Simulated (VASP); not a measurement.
A run of VASP 6.6.1 is set up as follows.

File INCAR:

```
AGGAC = 1.0
AGGAX = 1.0
ALDAC = 0.0
ALDAX = 1.0
ALGO = Normal
EDIFF = 1E-6
EDIFFG = -0.01
ENCUT = 600
GGA = B5
IBRION = 2
ISIF = 3
ISMEAR = -1
IVDW = 11
LASPH = True
LCHARG = False
LREAL = False
LWAVE = False
NELM = 80
NSW = 40
PREC = Accurate
SIGMA = 0.05
VDW_S6 = 1.0
VDW_S8 = 1.682
VDW_SR = 1.094
VDW_SR8 = 1.0
```

The input KPOINTS:

```
k-points
0
Gamma
  5 5 5
```

Contents of POSCAR:

```
CdSi4O
1.0
    0.0000000000      3.6017500000      3.6017500000
    3.6017500000      0.0000000000      3.6017500000
    3.6017500000      3.6017500000      0.0000000000
Cd Si O
1 4 1
Direct
    0.5000000000      0.5000000000      0.5000000000
    0.8767200000      0.8767200000      0.3698400000
    0.8767200000      0.3698400000      0.8767200000
    0.8767200000      0.8767200000      0.8767200000
    0.3698400000      0.8767200000      0.8767200000
    0.2500000000      0.2500000000      0.2500000000
```

Potentials or basis: VASP PAW PBE potentials, release 64 (Cd, Si, O).

Command:

```bash
$ cat potpaw_PBE.64/Cd/POTCAR potpaw_PBE.64/Si/POTCAR potpaw_PBE.64/O/POTCAR > POTCAR
$ mpirun -np 1 vasp_std > vasp.out
```

Problem. Predict the relaxed cell.

Solution. a = 5.155 Å, b = 5.155 Å, c = 5.155 Å, α = 60.00°, β = 60.00°, γ = 60.00°.

Problem. What does it give for the relaxed volume?

Solution. 16.14 Å³/atom.

Final structure:
```
Cd Si O
1.0
     0.00000    3.64481    3.64481
     3.64481    0.00000    3.64481
     3.64481    3.64481    0.00000
Cd Si O
1 4 1
Direct
  0.50000 0.50000 0.50000
  0.87729 0.87729 0.36814
  0.87729 0.36814 0.87729
  0.87729 0.87729 0.87729
  0.36814 0.87729 0.87729
  0.25000 0.25000 0.25000
```

Caveat: the PAW data sets were made with another functional, which shifts forces and pressure a little; pairwise dispersion overbinds metals, which lowers pressure and volume.
